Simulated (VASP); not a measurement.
## MgAu: convergence with the k-mesh and SCF threshold

A convergence test on MgAu: the k-mesh and SCF threshold. The atoms are off their equilibrium sites, so that forces can be compared too. The series runs use LDA. The k-mesh tried: 2 2 2; 3 3 3; 4 4 4; 5 5 5; 6 6 6; 8 8 8; 10 10 10; 13 13 13. The SCF threshold tried: EDIFF = 0.01; EDIFF = 0.001; EDIFF = 1E-04; EDIFF = 1E-05; EDIFF = 1E-06; EDIFF = 1E-08. The atoms of the start are displaced at random from the sites of a Pm-3m cell.

Calculated with VASP 6.6.1; LDA; plane waves and PAW (Mg, Au).

The database entry behind the starting cell differs from later determinations by our own check (0.1 to 0.3 % short, probably kX units), so it need not match the best structure at ambient conditions.

### Step 1. Starting point

Symmetry: P1, No. 1, triclinic system. Conventional cell: a = 3.259 Å, b = 3.259 Å, c = 3.259 Å, α = 90.00°, β = 90.00°, γ = 90.00°. Nearest to Mg lie 8 Au at 2.74 to 2.91 Å. Au has 8 Mg at 2.74 to 2.91 Å nearest. Farther neighbours are not listed.

Coordinates:

```xyz
2
Lattice="3.2590 0.0000 0.0000 0.0000 3.2590 0.0000 0.0000 0.0000 3.2590" Properties=species:S:1:pos:R:3 pbc="T T T"
Mg    1.7010    1.7017    1.5973
Au   -0.0247    0.0509    0.0005
```

### Step 2. K-mesh: 2 2 2

The sum over the zone converges with the mesh, fast for insulators and slowly for metals. LDA, the lowest rung, knows the local density alone.

INCAR reads:

```
SYSTEM = MgAu
PREC = Accurate
ENCUT = 400
EDIFF = 1E-06
NELM = 100
ISMEAR = -1
SIGMA = 0.05
LREAL = .FALSE.
ALGO = Normal
GGA = CA
NBANDS = 12
LASPH = .TRUE.
LORBIT = 11
LWAVE = .FALSE.
LCHARG = .FALSE.
NCORE = 2
ISIF = 2
```

POSCAR reads:

```
MgAu
1.0
    3.2590000000      0.0000000000      0.0000000000
    0.0000000000      3.2590000000      0.0000000000
    0.0000000000      0.0000000000      3.2590000000
Mg Au
1 1
Direct
    0.5219470000      0.5221410000      0.4901230000
   -0.0075760000      0.0156050000      0.0001470000
```

KPOINTS reads:

```
Automatic mesh
0
Gamma
2 2 2
0 0 0
```

The projector-augmented-wave data sets are Mg and Au (PBE family, release 64).

Run with:

```bash
$ mpirun -np 2 vasp_std
```

The log of the run:

```text
[banner, memory and clock lines left out]
running    2 mpi-ranks, on    1 nodes
 distrk:  each k-point on    2 cores,    1 groups
 distr:  one band on    2 cores,    1 groups

 POSCAR found type information on POSCAR MgAu
 POSCAR found :  2 types and       2 ions
|                                                                             |
|               ----> ADVICE to this user running VASP <----                  |
|                                                                             |
|     You enforced a specific xc type in the INCAR file but a different       |
|     [... a line on the potential file left out ...]
|     I HOPE YOU KNOW WHAT YOU ARE DOING!                                     |
|                                                                             |

 LDA part: xc-table for (Slater(with rela. corr.)+CA(PZ))
 , standard interpolation
 POSCAR, INCAR and KPOINTS ok, starting setup
 FFT: planning ... GRIDC
 FFT: planning ... GRID_SOFT
 FFT: planning ... GRID
 WAVECAR not read
 entering main loop
       N       E                     dE             d eps       ncg     rms          rms(c)
DAV:   1     0.377958179948E+02    0.37796E+02   -0.50717E+03   216   0.719E+02
DAV:   2    -0.657363495406E+01   -0.44369E+02   -0.40312E+02   200   0.156E+02
DAV:   3    -0.719488133009E+01   -0.62125E+00   -0.61884E+00   240   0.175E+01
DAV:   4    -0.719694822912E+01   -0.20669E-02   -0.20667E-02   200   0.117E+00
DAV:   5    -0.719696704676E+01   -0.18818E-04   -0.18815E-04   252   0.115E-01    0.665E+00
DAV:   6    -0.642867118878E+01    0.76830E+00   -0.34739E+00   192   0.146E+01    0.285E+00
DAV:   7    -0.640551421456E+01    0.23157E-01   -0.30156E-02   224   0.147E+00    0.155E+00
DAV:   8    -0.639403057025E+01    0.11484E-01   -0.19484E-03   220   0.259E-01    0.207E-01
DAV:   9    -0.639366309388E+01    0.36748E-03   -0.30927E-04   212   0.114E-01    0.294E-02
DAV:  10    -0.639366123785E+01    0.18560E-05   -0.59438E-06   240   0.167E-02    0.128E-02
DAV:  11    -0.639366039717E+01    0.84068E-06   -0.84058E-07   148   0.683E-03
   1 F= -.63936604E+01 E0= -.63767559E+01  d E =-.338090E-01
```

Run time: 1.8 s. Hardware: 2 MPI ranks of Intel Xeon Platinum 8259CL at 2.50GHz (Skylake/Cascade Lake), shared host; peak memory 0.21 GiB.

The logs omit lines about the potential files and the build; timing stands in the text.

OUTCAR, selected parts (step 2):

```text
ion  position               nearest neighbor table
   1  0.522  0.522  0.490-   2 2.74   2 2.76   2 2.77   2 2.80   2 2.85   2 2.87   2 2.89   2 2.91

  LATTYP: Found a simple cubic cell.
 ALAT       =     3.2590000000

 Subroutine GETGRP returns: Found  1 space group operations
 (whereof  1 operations were pure point group operations)

The static configuration has the point symmetry C_1 .

 Found      8 irreducible k-points:

   k-points           NKPTS =      8   k-points in BZ     NKDIM =      8   number of bands    NBANDS=     12

   dimension x,y,z NGX =    24 NGY =   24 NGZ =   24
   dimension x,y,z NGXF=    48 NGYF=   48 NGZF=   48

   ENCUT  =  400.0 eV  29.40 Ry    5.42 a.u.   5.31  5.31  5.31*2*pi/ulx,y,z

   NELECT =      13.0000    total number of electrons

 k-points in reciprocal lattice and weights: Automatic mesh
   0.00000000  0.00000000  0.00000000       0.125
   0.50000000  0.00000000  0.00000000       0.125
   0.00000000  0.50000000  0.00000000       0.125
   0.00000000  0.00000000  0.50000000       0.125
   0.50000000  0.50000000  0.00000000       0.125
   0.00000000  0.50000000  0.50000000       0.125
   0.50000000  0.00000000  0.50000000       0.125
   0.50000000  0.50000000  0.50000000       0.125

 average (electrostatic) potential at core
       1 -33.8242       2 -67.5743

 E-fermi :   5.3264

 k-point     1 :       0.0000    0.0000    0.0000
  band No.  band energies     occupation
    ...
      2       0.5893      2.00000
      3       0.5916      2.00000
      4       2.3610      2.00000
      5       2.3690      2.00000
      6       2.3699      2.00000
      7      11.9590      0.00000
      8      11.9656      0.00000
      9      11.9730      0.00000
     10      15.5851      0.00000
     11      15.5939      0.00000
    ...

 k-point     2 :       0.5000    0.0000    0.0000
  band No.  band energies     occupation
    ...
      3       1.6752      2.00000
      4       1.6767      2.00000
      5       2.3252      2.00000
      6       2.4517      2.00000
      7       3.8735      2.00000
      8      14.1572      0.00000
      9      15.0574      0.00000
     10      15.0591      0.00000
     11      18.1237      0.00000
     12      18.3620      0.00000

 k-point     3 :       0.0000    0.5000    0.0000
  band No.  band energies     occupation
    ...
      3       1.6676      2.00000
      4       1.6744      2.00000
      5       2.3246      2.00000
      6       2.4556      2.00000
      7       3.8686      2.00000
      8      14.1544      0.00000
      9      15.0675      0.00000
     10      15.0872      0.00000
     11      17.9352      0.00000
     12      18.3589      0.00000

  Total       -0.1032476     -0.0692420     -0.0718693      0.0141443     -0.0050463     -0.0215731
  in kB       -4.7790043     -3.2049927     -3.3266005      0.6546960     -0.2335762     -0.9985511
  external PRESSURE =      -3.7701992 kB  Pullay stress =       0.0000000 kB

  energy-cutoff  :      400.00
  volume of cell :       34.61
      direct lattice vectors                 reciprocal lattice vectors
     3.259000000  0.000000000  0.000000000     0.306842590  0.000000000  0.000000000
     0.000000000  3.259000000  0.000000000     0.000000000  0.306842590  0.000000000
     0.000000000  0.000000000  3.259000000     0.000000000  0.000000000  0.306842590

 POSITION                                       TOTAL-FORCE (eV/Angst)
 -----------------------------------------------------------------------------------
      1.70103      1.70166      1.59731        -0.351109     -0.079650      0.121971
      3.23431      0.05086      0.00048         0.351109      0.079650     -0.121971
 -----------------------------------------------------------------------------------
    total drift:                               -0.000066     -0.000076      0.000025

  FREE ENERGIE OF THE ION-ELECTRON SYSTEM (eV)
  ---------------------------------------------------
  free  energy   TOTEN  =        -6.3936603972 eV

  energy  without entropy=       -6.3598514204  energy(sigma->0) =       -6.37675591

 total charge
# of ion       s       p       d       tot
------------------------------------------
    1        0.177   0.193   0.022   0.392
    2        0.497   0.439   8.727   9.663
--------------------------------------------------
tot          0.674   0.632   8.749  10.055

[... 3 further parts left out ...]
```

This run has no spin polarisation. Its electron count is odd, so without a moment it is a metal by construction. The PAW data sets were made with PBE, though LDA sets exist; this is a small mismatch.

This step gave:

```
SCF cycles              : 11
electrons               : 13
bands                   : 12
irreducible k-points    : 8
symmetry operations     : 1
free energy (TOTEN)     : -6.394 eV
energy at zero smearing : -6.377 eV
Fermi energy            : 5.326 eV
pressure                : -0.3770 GPa
metallic                : yes
```

The series starts at -3.1884 eV an atom and -0.38 GPa, after 11 cycles in 1.8 s.

### Step 3. K-mesh: 3 3 3

Changes to INCAR since step 2:

```diff
@@ -15,3 +15,3 @@
 LCHARG = .FALSE.
-NCORE = 2
+KPAR = 2
 ISIF = 2
```

POSCAR is that of step 2.

KPOINTS reads:

```
Automatic mesh
0
Gamma
3 3 3
0 0 0
```

Run with:

```bash
$ mpirun -np 2 vasp_std
```

The log of the run:

```text
[banner, memory and clock lines left out]
running    2 mpi-ranks, on    1 nodes
[...]
[... a notice as in an earlier step ...]

 LDA part: xc-table for (Slater(with rela. corr.)+CA(PZ))
 , standard interpolation
 POSCAR, INCAR and KPOINTS ok, starting setup
[...]
entering main loop
       N       E                     dE             d eps       ncg     rms          rms(c)
DAV:   1     0.400935297264E+02    0.40094E+02   -0.48099E+03   360   0.712E+02
DAV:   2    -0.720482412226E+01   -0.47298E+02   -0.44255E+02   388   0.156E+02
DAV:   3    -0.807635344639E+01   -0.87153E+00   -0.86869E+00   384   0.198E+01
DAV:   4    -0.807933934422E+01   -0.29859E-02   -0.29858E-02   364   0.146E+00
[...]
DAV:   9    -0.719576381374E+01    0.23210E-03   -0.42919E-04   404   0.171E-01    0.445E-02
DAV:  10    -0.719575939669E+01    0.44171E-05   -0.19133E-05   388   0.323E-02    0.712E-03
DAV:  11    -0.719575886959E+01    0.52710E-06   -0.99091E-07   268   0.687E-03
   1 F= -.71957589E+01 E0= -.71810589E+01  d E =-.293999E-01
```

Elapsed: 2.4 s, on 2 MPI ranks; peak memory 0.23 GiB; 3.4 s of CPU time.

OUTCAR, selected parts (step 3):

```text
  Total       -0.7733133     -0.7335253     -0.7364652      0.0222998     -0.0078356     -0.0340767
  in kB      -35.7942272    -33.9525672    -34.0886423      1.0321869     -0.3626861     -1.5773030
  external PRESSURE =     -34.6118122 kB  Pullay stress =       0.0000000 kB

 POSITION                                       TOTAL-FORCE (eV/Angst)
 -----------------------------------------------------------------------------------
      1.70103      1.70166      1.59731        -0.313059     -0.071231      0.109060
      3.23431      0.05086      0.00048         0.313059      0.071231     -0.109060
 -----------------------------------------------------------------------------------
    total drift:                                0.000464      0.000044     -0.000158

  FREE ENERGIE OF THE ION-ELECTRON SYSTEM (eV)
  ---------------------------------------------------
  free  energy   TOTEN  =        -7.1957588696 eV

  energy  without entropy=       -7.1663590129  energy(sigma->0) =       -7.18105894

[... 1 part as in an earlier step ...]

[... 2 further parts left out ...]
[key lines of the parts left out:]
E-fermi :   6.9734
```

Against the run before the energy moves by -402.15 meV an atom and the pressure by -3.08 GPa, after 11 cycles in 2.4 s.

### Step 4. K-mesh: 4 4 4

INCAR is that of step 3.

POSCAR is that of step 3.

KPOINTS reads:

```
Automatic mesh
0
Gamma
4 4 4
0 0 0
```

Run with:

```bash
$ mpirun -np 2 vasp_std
```

The log of the run:

```text
[... set-up lines as in an earlier step ...]
 entering main loop
       N       E                     dE             d eps       ncg     rms          rms(c)
DAV:   1     0.386445190199E+02    0.38645E+02   -0.49394E+03   928   0.721E+02
DAV:   2    -0.757185774025E+01   -0.46216E+02   -0.43142E+02   976   0.158E+02
DAV:   3    -0.832089873824E+01   -0.74904E+00   -0.74717E+00  1040   0.191E+01
DAV:   4    -0.832337924302E+01   -0.24805E-02   -0.24803E-02   968   0.133E+00
[...]
DAV:   9    -0.759699505268E+01    0.12140E-03   -0.50130E-04   988   0.184E-01    0.703E-02
DAV:  10    -0.759698288793E+01    0.12165E-04   -0.26521E-05   984   0.344E-02    0.534E-03
DAV:  11    -0.759698248176E+01    0.40618E-06   -0.13442E-06   628   0.789E-03
   1 F= -.75969825E+01 E0= -.75957084E+01  d E =-.254815E-02
```

The job ended after 4.2 s (2 MPI ranks; peak memory 0.24 GiB).

OUTCAR, selected parts (step 4):

```text
  Total       -0.3180147     -0.2903926     -0.2923127      0.0329797     -0.0116789     -0.0503983
  in kB      -14.7198934    -13.4413564    -13.5302318      1.5265262     -0.5405803     -2.3327775
  external PRESSURE =     -13.8971605 kB  Pullay stress =       0.0000000 kB

 POSITION                                       TOTAL-FORCE (eV/Angst)
 -----------------------------------------------------------------------------------
      1.70103      1.70166      1.59731        -0.249170     -0.056562      0.086620
      3.23431      0.05086      0.00048         0.249170      0.056562     -0.086620
 -----------------------------------------------------------------------------------
    total drift:                                0.000246     -0.000014     -0.000073

  FREE ENERGIE OF THE ION-ELECTRON SYSTEM (eV)
  ---------------------------------------------------
  free  energy   TOTEN  =        -7.5969824818 eV

  energy  without entropy=       -7.5944343365  energy(sigma->0) =       -7.59570841

[... 1 part as in an earlier step ...]

[... 2 further parts left out ...]
[key lines of the parts left out:]
E-fermi :   6.5784
```

Against the run before the energy moves by -207.32 meV an atom and the pressure by +2.07 GPa, after 11 cycles in 4.2 s.

### Step 5. K-mesh: 5 5 5

INCAR is that of step 4.

POSCAR is that of step 4.

KPOINTS reads:

```
Automatic mesh
0
Gamma
5 5 5
0 0 0
```

Run with:

```bash
$ mpirun -np 2 vasp_std
```

The log of the run:

```text
[... set-up lines as in an earlier step ...]
 entering main loop
       N       E                     dE             d eps       ncg     rms          rms(c)
DAV:   1     0.369263322834E+02    0.36926E+02   -0.49689E+03  1712   0.721E+02
DAV:   2    -0.758380075168E+01   -0.44510E+02   -0.41313E+02  1700   0.156E+02
DAV:   3    -0.827411354886E+01   -0.69031E+00   -0.68685E+00  1832   0.182E+01
DAV:   4    -0.827663813702E+01   -0.25246E-02   -0.25244E-02  1632   0.135E+00
[...]
DAV:   9    -0.749492108930E+01    0.12159E-03   -0.29005E-04  1740   0.139E-01    0.485E-02
DAV:  10    -0.749491561809E+01    0.54712E-05   -0.18355E-05  1732   0.314E-02    0.568E-03
DAV:  11    -0.749491514375E+01    0.47434E-06   -0.10621E-06   928   0.687E-03
   1 F= -.74949151E+01 E0= -.74903389E+01  d E =-.915246E-02
```

Run time: 5.6 s. Hardware: 2 MPI ranks; peak memory 0.26 GiB; 9.1 s of CPU time.

Parts of OUTCAR (step 5):

```text
  Total       -0.5131260     -0.4629580     -0.4665494      0.0268919     -0.0093891     -0.0411223
  in kB      -23.7509782    -21.4288620    -21.5950950      1.2447406     -0.4345926     -1.9034228
  external PRESSURE =     -22.2583117 kB  Pullay stress =       0.0000000 kB

 POSITION                                       TOTAL-FORCE (eV/Angst)
 -----------------------------------------------------------------------------------
      1.70103      1.70166      1.59731        -0.296266     -0.067588      0.103466
      3.23431      0.05086      0.00048         0.296266      0.067588     -0.103466
 -----------------------------------------------------------------------------------
    total drift:                                0.000372      0.000023     -0.000124

  FREE ENERGIE OF THE ION-ELECTRON SYSTEM (eV)
  ---------------------------------------------------
  free  energy   TOTEN  =        -7.4949151438 eV

  energy  without entropy=       -7.4857626819  energy(sigma->0) =       -7.49033891

[... 1 part as in an earlier step ...]

[... 2 further parts left out ...]
[key lines of the parts left out:]
E-fermi :   6.1603
```

Against the run before the energy moves by +52.68 meV an atom and the pressure by -0.84 GPa, after 11 cycles in 5.6 s.

### Step 6. K-mesh: 6 6 6

INCAR is that of step 5.

POSCAR is that of step 5.

KPOINTS reads:

```
Automatic mesh
0
Gamma
6 6 6
0 0 0
```

Run with:

```bash
$ mpirun -np 2 vasp_std
```

The log of the run:

```text
[... set-up lines as in an earlier step ...]
 entering main loop
       N       E                     dE             d eps       ncg     rms          rms(c)
DAV:   1     0.364249662608E+02    0.36425E+02   -0.49469E+03  3048   0.720E+02
DAV:   2    -0.754537969224E+01   -0.43970E+02   -0.40767E+02  3036   0.154E+02
DAV:   3    -0.826267248341E+01   -0.71729E+00   -0.71518E+00  3264   0.184E+01
DAV:   4    -0.826515469725E+01   -0.24822E-02   -0.24821E-02  2948   0.133E+00
[...]
DAV:   9    -0.746897082945E+01    0.12553E-03   -0.33677E-04  3176   0.148E-01    0.549E-02
DAV:  10    -0.746896426950E+01    0.65599E-05   -0.20915E-05  3080   0.331E-02    0.531E-03
DAV:  11    -0.746896381894E+01    0.45057E-06   -0.10404E-06  2008   0.686E-03
   1 F= -.74689638E+01 E0= -.74660887E+01  d E =-.575020E-02
```

The job ended after 8.4 s (2 MPI ranks; peak memory 0.29 GiB; 14 s of CPU time).

From OUTCAR (step 6):

```text
  Total       -0.5560127     -0.5161302     -0.5190126      0.0277369     -0.0096665     -0.0424233
  in kB      -25.7360700    -23.8900364    -24.0234495      1.2838518     -0.4474317     -1.9636393
  external PRESSURE =     -24.5498519 kB  Pullay stress =       0.0000000 kB

 POSITION                                       TOTAL-FORCE (eV/Angst)
 -----------------------------------------------------------------------------------
      1.70103      1.70166      1.59731        -0.299429     -0.068358      0.104638
      3.23431      0.05086      0.00048         0.299429      0.068358     -0.104638
 -----------------------------------------------------------------------------------
    total drift:                                0.000389      0.000029     -0.000133

  FREE ENERGIE OF THE ION-ELECTRON SYSTEM (eV)
  ---------------------------------------------------
  free  energy   TOTEN  =        -7.4689638189 eV

  energy  without entropy=       -7.4632136165  energy(sigma->0) =       -7.46608872

[... 1 part as in an earlier step ...]

[... 2 further parts left out ...]
[key lines of the parts left out:]
E-fermi :   6.6381
```

Against the run before the energy moves by +12.13 meV an atom and the pressure by -0.23 GPa, after 11 cycles in 8.4 s.

### Step 7. K-mesh: 8 8 8

INCAR is that of step 6.

POSCAR is that of step 6.

KPOINTS reads:

```
Automatic mesh
0
Gamma
8 8 8
0 0 0
```

Run with:

```bash
$ mpirun -np 2 vasp_std
```

The log of the run:

```text
[... set-up lines as in an earlier step ...]
 entering main loop
       N       E                     dE             d eps       ncg     rms          rms(c)
DAV:   1     0.374187238525E+02    0.37419E+02   -0.49496E+03  6868   0.719E+02
DAV:   2    -0.756575445181E+01   -0.44984E+02   -0.41871E+02  7036   0.156E+02
DAV:   3    -0.828320352096E+01   -0.71745E+00   -0.71513E+00  7488   0.187E+01
DAV:   4    -0.828577314725E+01   -0.25696E-02   -0.25695E-02  6928   0.136E+00
[...]
DAV:   9    -0.749794024784E+01    0.12253E-03   -0.33142E-04  7240   0.148E-01    0.558E-02
DAV:  10    -0.749793335499E+01    0.68928E-05   -0.19478E-05  7268   0.318E-02    0.537E-03
DAV:  11    -0.749793291797E+01    0.43702E-06   -0.95469E-07  4404   0.651E-03
   1 F= -.74979329E+01 E0= -.74931887E+01  d E =-.948836E-02
```

The job ended after 17 s (2 MPI ranks; peak memory 0.38 GiB; 30 s of CPU time).

OUTCAR, selected parts (step 7):

```text
  Total       -0.5683454     -0.5187016     -0.5222915      0.0279616     -0.0097906     -0.0427523
  in kB      -26.3069110    -24.0090568    -24.1752193      1.2942531     -0.4531766     -1.9788691
  external PRESSURE =     -24.8303957 kB  Pullay stress =       0.0000000 kB

 POSITION                                       TOTAL-FORCE (eV/Angst)
 -----------------------------------------------------------------------------------
      1.70103      1.70166      1.59731        -0.292632     -0.066743      0.102175
      3.23431      0.05086      0.00048         0.292632      0.066743     -0.102175
 -----------------------------------------------------------------------------------
    total drift:                                0.000353      0.000018     -0.000118

  FREE ENERGIE OF THE ION-ELECTRON SYSTEM (eV)
  ---------------------------------------------------
  free  energy   TOTEN  =        -7.4979329180 eV

  energy  without entropy=       -7.4884445536  energy(sigma->0) =       -7.49318874

[... 1 part as in an earlier step ...]

[... 2 further parts left out ...]
[key lines of the parts left out:]
E-fermi :   6.4182
```

Against the run before the energy moves by -13.55 meV an atom and the pressure by -0.03 GPa, after 11 cycles in 17 s.

(Part 1 of 3 ends here.)

[Lines on the potential files, build, host, timing and source positions are cut from VASP's logs without a mark.]

[Logs are printed without paths, hosts, clocks, repeated set-up lines and the standing remarks that a program may print on its own settings, such as how far it seeks lower states.]

[Hosts, paths, dates, database ids (printed as entryN), source tags and the programs' standing remarks are cut or masked in the printed files.]

[A measured line is paired with the nearest computed mode of its activity, which favours agreement.]
